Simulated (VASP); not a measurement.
Method: optB88-vdW, VASP's PBE PAW potentials (set 64) (plane waves; VASP 6.6.1).

VASP ran on this input.

**INCAR**
```
# general
SYSTEM  =Y
PREC    =Accurate
ENCUT   =520
LREAL   =.FALSE.
LASPH   =.TRUE.

# electronic loop
EDIFF   =1E-7
NELM    =100
ALGO    =Normal
LMAXMIX =4

# smearing
ISMEAR  =1
SIGMA   =0.1

# functional
GGA     =BO
LUSE_VDW=.TRUE.
AGGAC   =0.0
PARAM1  =0.1833333333
PARAM2  =0.22

# ions
IBRION  =2
NSW     =30
ISIF    =4
EDIFFG  =-0.01

# output
LWAVE   =.FALSE.
LCHARG  =.FALSE.
```

File KPOINTS:
```
Automatic mesh
0
Gamma
12 12 7
0 0 0
```

### POSCAR
```
Y
1.0
  1.8515571692  -3.2069913675   0.0000000000
  1.8515571692   3.2069913675   0.0000000000
  0.0000000000   0.0000000000   5.6917810911
Y
2
Direct
  0.3333330000   0.6666670000   0.2500000000
  0.6666670000   0.3333330000   0.7500000000
```

POTCAR, in this order: Y_sv (PBE.64 set). Program: vasp_std.

What VASP printed:

OSZICAR:
```
       N       E                     dE             d eps       ncg     rms          rms(c)
DAV:   1     0.957629314719E+02    0.95763E+02   -0.11655E+04  2280   0.139E+03
DAV:   2    -0.133779290385E+00   -0.95897E+02   -0.94990E+02  2777   0.292E+02
DAV:   3    -0.793185898244E+01   -0.77981E+01   -0.77194E+01  4408   0.486E+01
DAV:   4    -0.808092805597E+01   -0.14907E+00   -0.14904E+00  2624   0.782E+00
DAV:   5    -0.808446196128E+01   -0.35339E-02   -0.35337E-02  3388   0.943E-01    0.326E+01
DAV:   6    -0.779005206415E+01    0.29441E+00   -0.39283E-01  2322   0.444E+00    0.202E+01
DAV:   7    -0.774332466944E+01    0.46727E-01   -0.71524E-01  2675   0.566E+00    0.159E+00
DAV:   8    -0.773526864252E+01    0.80560E-02   -0.14573E-01  2749   0.247E+00    0.989E-01
DAV:   9    -0.773446882326E+01    0.79982E-03   -0.25785E-03  3286   0.376E-01    0.253E-01
DAV:  10    -0.773441667556E+01    0.52148E-04   -0.12970E-03  2511   0.362E-01    0.267E-01
DAV:  11    -0.773438853699E+01    0.28139E-04   -0.89024E-05  2902   0.825E-02    0.630E-02
DAV:  12    -0.773439092460E+01   -0.23876E-05   -0.13504E-05  2938   0.353E-02    0.857E-03
DAV:  13    -0.773439213438E+01   -0.12098E-05   -0.23528E-06  2884   0.121E-02    0.802E-04
DAV:  14    -0.773439223270E+01   -0.98325E-07   -0.71279E-08  2043   0.196E-03
   1 F= -.77343922E+01 E0= -.77333527E+01  d E =-.773439E+01
       N       E                     dE             d eps       ncg     rms          rms(c)
DAV:   1    -0.773626722811E+01   -0.18751E-02   -0.88692E-02  2280   0.241E+00    0.219E-01
DAV:   2    -0.773525564109E+01    0.10116E-02   -0.25414E-03  2469   0.360E-01    0.116E-01
DAV:   3    -0.773481806185E+01    0.43758E-03   -0.11347E-03  2966   0.248E-01    0.747E-02
DAV:   4    -0.773482305503E+01   -0.49932E-05   -0.34800E-05  2805   0.431E-02    0.261E-02
DAV:   5    -0.773481775450E+01    0.53005E-05   -0.16602E-05  3071   0.289E-02    0.369E-03
DAV:   6    -0.773481777094E+01   -0.16444E-07   -0.54989E-07  2806   0.544E-03
   2 F= -.77348178E+01 E0= -.77338098E+01  d E =-.425538E-03
       N       E                     dE             d eps       ncg     rms          rms(c)
DAV:   1    -0.773592132948E+01   -0.11036E-02   -0.60000E-02  2280   0.198E+00    0.180E-01
DAV:   2    -0.773523389481E+01    0.68743E-03   -0.17228E-03  2483   0.296E-01    0.960E-02
DAV:   3    -0.773493715371E+01    0.29674E-03   -0.76712E-04  2938   0.204E-01    0.620E-02
DAV:   4    -0.773494043852E+01   -0.32848E-05   -0.23545E-05  2805   0.354E-02    0.216E-02
DAV:   5    -0.773493685713E+01    0.35814E-05   -0.11295E-05  3043   0.238E-02    0.302E-03
DAV:   6    -0.773493686772E+01   -0.10590E-07   -0.37074E-07  2643   0.448E-03
   3 F= -.77349369E+01 E0= -.77339648E+01  d E =-.544635E-03
```

**OUTCAR**
```
------------------------ aborting loop because EDIFF is reached ----------------------------------------
  FORCE on cell =-STRESS in cart. coord.  units (eV):
  Direction    XX          YY          ZZ          XY          YZ          ZX
  --------------------------------------------------------------------------------------
  Total       -0.9256170     -0.9256172     -0.9205363      0.0000000      0.0000000      0.0000000
  in kB      -21.9396053    -21.9396088    -21.8191781      0.0000000      0.0000000      0.0000000
  external PRESSURE =     -21.8994641 kB  Pullay stress =       0.0000000 kB
  volume of cell :       67.59
      direct lattice vectors                 reciprocal lattice vectors
     1.846415370 -3.198085485 -0.000000000     0.270794973 -0.156343538  0.000000000
     1.846415370  3.198085485 -0.000000000     0.270794973  0.156343538  0.000000000
     0.000000000  0.000000000  5.723525611     0.000000000 -0.000000000  0.174717485
 POSITION                                       TOTAL-FORCE (eV/Angst)
 -----------------------------------------------------------------------------------
      1.84642      1.06603      1.43088         0.000000     -0.000000     -0.000000
      1.84642     -1.06603      4.29264        -0.000000      0.000000      0.000000
 -----------------------------------------------------------------------------------
    total drift:                                0.000070      0.000527     -0.000009
  FREE ENERGIE OF THE ION-ELECTRON SYSTEM (eV)
  ---------------------------------------------------
  free  energy   TOTEN  =        -7.7349368677 eV

  energy  without entropy=       -7.7320206579  energy(sigma->0) =       -7.73396480

 reached required accuracy - stopping structural energy minimisation
```
(Selected blocks of OUTCAR.)

**CONTCAR**
```
Y
   1.00000000000000
     1.8464153699783266   -3.1980854852205214   -0.0000000000000000
     1.8464153699783266    3.1980854852205214   -0.0000000000000000
     0.0000000000000000    0.0000000000000000    5.7235256107054342
  Y
     2
Direct
     0.3333330000000032    0.6666669999999968    0.2500000000000000
     0.6666669999999968    0.3333330000000032    0.7500000000000000
```

The compound is Y in the hcp structure. This cell is one point of a volume scan, at 1.06 of the reference volume. Symmetry was kept, so distortions that lower it aren't found.
